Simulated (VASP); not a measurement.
Input of a VASP 6.6.1 run:

The input INCAR:

```
SYSTEM = H16SO10
PREC     = Accurate       ! precision mode
ENCUT    = 520            ! plane-wave cutoff, eV
EDIFF    = 1E-6           ! SCF threshold, eV
ISMEAR   = -1             ! smearing method
SIGMA    = 0.02           ! smearing width, eV
LREAL    = Auto         
LASPH    = .True.         ! aspherical terms in the spheres
NELM     = 60             ! most SCF steps
ALGO     = Normal         ! electronic algorithm
ISIF     = 2              ! what is computed and relaxed
LWAVE    = .False.        ! write WAVECAR
LCHARG   = .True.         ! write CHGCAR
GGA      = PE             ! functional
IVDW     = 12             ! dispersion correction
LELF     = .True.         ! ELF
LVHAR    = .True.       
NBANDS   = 60             ! bands
```

KPOINTS

```
Automatic mesh
0
Gamma
  1 1 1
  0 0 0
```

Contents of POSCAR:

```
H16SO10
1.0
    7.4180710000      0.0000000000      0.0000000000
    0.0000000000      7.4180710000      0.0000000000
    0.0000000000      0.0000000000      7.4180710000
O H S
10 16 1
Direct
    0.2594205421      0.2401567739      0.8955967124
    0.2451850353      0.4930527087      0.2778485134
    0.5199734540      0.9402444382      0.8456511133
    0.9052892592      0.0753969597      0.9792977177
    0.6029869490      0.3860572378      0.3221053020
    0.8707115367      0.9616246596      0.3090021651
    0.5543624481      0.0552299917      0.5087306390
    0.2093940595      0.1559569867      0.4740855136
    0.7702137119      0.6709561017      0.5994415529
    0.8221005164      0.3670226397      0.7199985010
    0.2107016770      0.2145436462      0.7710090669
    0.3506032768      0.1444715210      0.9019595526
    0.2298845616      0.4887254382      0.1470328337
    0.2056599350      0.3692604182      0.3146505338
    0.5777512779      0.8237586294      0.8634724580
    0.5429848272      0.9703466036      0.7116270524
    0.8172205416      0.1265423316      0.8945182649
    1.0219368351      0.1332826283      0.9529701185
    0.6340731977      0.3361116387      0.2066035766
    0.4796260376      0.4325248437      0.2929332976
    0.8583093907      1.0095886114      0.1848728598
    0.8730571600      0.8306472127      0.2801536949
    0.5827930199      0.1882969306      0.4895881962
    0.6616949339     -0.0036802020      0.4621821495
    0.3245722507      0.0913040600      0.4659971575
    0.1208535211      0.0587349461      0.4522604327
    0.8487516499      0.4958027498      0.5776973556
```

Potentials or basis: VASP PAW PBE potentials, release 64 (O, H, S).

Command:

```sh
$ cat potpaw_PBE.64/O/POTCAR potpaw_PBE.64/H/POTCAR potpaw_PBE.64/S/POTCAR > POTCAR
$ mpirun -np 1 vasp_gam > vasp.out
```

Problem. Predict the dispersion energy per atom.

Solution. -0.030 eV.

Problem. Estimate the largest force.

Solution. 1.583 eV/Å.

Problem. Estimate the pressure.

Solution. -0.7 GPa.

Stress tensor (GPa, compression positive):
```
-0.33 -0.56 -0.49
-0.56 -0.94 -0.55
-0.49 -0.55 -0.69
```
